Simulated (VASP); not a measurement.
Computed with LDA (Ceperley-Alder, Perdew-Zunger), VASP's LDA PAW potentials (set 64) (plane waves; VASP).

Input for VASP

**POSCAR**
```
SiC
3.0628840
  0.0000000000   0.7071067885   0.7071067885
  0.7071067885   0.0000000000   0.7071067885
  0.7071067885   0.7071067885   0.0000000000
Si C
1 1
Cart
  0.0000000000   0.0000000000   0.0000000000
  0.3535533943   0.3535533943   0.3535533943
```

File KPOINTS:
```
Automatic mesh
0
Gamma
15 15 15
0 0 0
```

**INCAR**
```
# general
SYSTEM  =SiC
PREC    =Accurate
ENCUT   =520
LREAL   =.FALSE.   # projection in real space or not
LASPH   =.TRUE.   # aspherical one-centre terms

# electronic loop
EDIFF   =1E-8
NELM    =100   # most electronic steps
ALGO    =Normal

# smearing
ISMEAR  =0
SIGMA   =0.01   # width (eV)

# ions
IBRION  =8
NSW     =1

# output
LWAVE   =.FALSE.
LCHARG  =.FALSE.

# other
LEPSILON=.TRUE.
```

POTCAR, in this order: Si C (LDA.64 set). Program: vasp_std.

What VASP printed:

File OUTCAR:
```


 HEAD OF MICROSCOPIC STATIC DIELECTRIC TENSOR (INDEPENDENT PARTICLE, excluding Hartree and local field effects)
 ------------------------------------------------------
           7.260534     0.000000     0.000000
           0.000000     7.260534     0.000000
           0.000000     0.000000     7.260534
 ------------------------------------------------------

 MACROSCOPIC STATIC DIELECTRIC TENSOR (including local field effects in DFT)
 ------------------------------------------------------
           6.936751     0.000000     0.000000
          -0.000000     6.936751     0.000000
           0.000000    -0.000000     6.936751
 ------------------------------------------------------

 PIEZOELECTRIC TENSOR (including local field effects)  for field in x, y, z        (e  Angst)
          XX          YY          ZZ          XY          YZ          ZX
  --------------------------------------------------------------------------------
  x     0.00000    -0.00000    -0.00000     0.00000    -1.24939     0.00000
  y     0.00000     0.00000     0.00000     0.00000     0.00000    -1.24939
  z     0.00000     0.00000     0.00000    -1.24939     0.00000     0.00000

 PIEZOELECTRIC TENSOR (including local field effects)  for field in x, y, z        (C/m^2)
          XX          YY          ZZ          XY          YZ          ZX
  --------------------------------------------------------------------------------
  x     0.00000    -0.00000    -0.00000     0.00000    -0.98522     0.00000
  y     0.00000     0.00000     0.00000     0.00000     0.00000    -0.98522
  z     0.00000     0.00000     0.00000    -0.98522     0.00000     0.00000

 BORN EFFECTIVE CHARGES (including local field effects) (in |e|, cummulative output)
 ---------------------------------------------------------------------------------
 ion    1
    1     2.71276     0.00000    -0.00000
    2    -0.00000     2.71276     0.00000
    3     0.00000    -0.00000     2.71276
 ion    2
    1    -2.71276    -0.00000     0.00000
    2     0.00000    -2.71276    -0.00000
    3     0.00000     0.00000    -2.71276

   1 f  =   23.866425 THz   149.957173 2PiTHz  796.098258 cm-1    98.703560 meV

   2 f  =   23.866425 THz   149.957173 2PiTHz  796.098258 cm-1    98.703560 meV

   3 f  =   23.866425 THz   149.957173 2PiTHz  796.098258 cm-1    98.703560 meV

   4 f/i=    0.000030 THz     0.000188 2PiTHz    0.000996 cm-1     0.000124 meV

   5 f/i=    0.000030 THz     0.000188 2PiTHz    0.000996 cm-1     0.000124 meV

   6 f/i=    0.000030 THz     0.000188 2PiTHz    0.000996 cm-1     0.000124 meV

 MACROSCOPIC STATIC DIELECTRIC TENSOR IONIC CONTRIBUTION
 ------------------------------------------------------
           3.342604    -0.000000    -0.000000
          -0.000000     3.342604     0.000000
          -0.000000     0.000000     3.342604
 ------------------------------------------------------

 ELASTIC MODULI CONTR FROM IONIC RELAXATION (kBar)
 Direction    XX          YY          ZZ          XY          YZ          ZX
 --------------------------------------------------------------------------------
 XX          -0.0000      0.0000      0.0000      0.0000     -0.0000      0.0000
 YY           0.0000     -0.0000      0.0000      0.0000      0.0000     -0.0000
 ZZ           0.0000      0.0000     -0.0000     -0.0000      0.0000      0.0000
 XY           0.0000      0.0000     -0.0000   -276.5319      0.0000     -0.0000
 YZ          -0.0000      0.0000      0.0000      0.0000   -276.5319      0.0000
 ZX           0.0000     -0.0000      0.0000     -0.0000      0.0000   -276.5319
 --------------------------------------------------------------------------------

 PIEZOELECTRIC TENSOR IONIC CONTR  for field in x, y, z        (C/m^2)
          XX          YY          ZZ          XY          YZ          ZX
  --------------------------------------------------------------------------------
  x     0.00000    -0.00000    -0.00000    -0.00000     0.90466    -0.00000
  y    -0.00000     0.00000    -0.00000     0.00000    -0.00000     0.90466
  z    -0.00000    -0.00000     0.00000     0.90466    -0.00000     0.00000
```
(Selected blocks of OUTCAR.)

The compound is SiC in the zinc blende structure. It was relaxed first.
